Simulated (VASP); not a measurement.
Given:

```
CELL_PARAMETERS angstrom
      0.00000     2.71612     2.71612
      2.71612     0.00000     2.71612
      2.71612     2.71612     0.00000
ATOMIC_POSITIONS crystal
  Li 0.00000 0.00000 0.00000
  Br 0.50000 0.50000 0.50000
```

Calculation: PBE GGA with D4 dispersion, VASP's PBE PAW potentials (set 64) (plane waves; VASP). Settings: 520 eV cut-off, 9×9×9 Γ-centred mesh, tetrahedra with Blöchl corrections, potentials Li_sv Br.

Question: Estimate the energy per atom (σ→0), band gap (on the k-mesh) with the smallest direct gap where there is one.

Answer: 
```yaml
band gap (on the k-mesh): 5.12 eV
smallest direct gap (on the k-mesh): 5.12 eV
energy per atom (σ→0): -3.470 eV/atom
```

Only differences to runs with the same potentials and settings are physical.

The compound is LiBr in the rock salt structure. It was relaxed first.
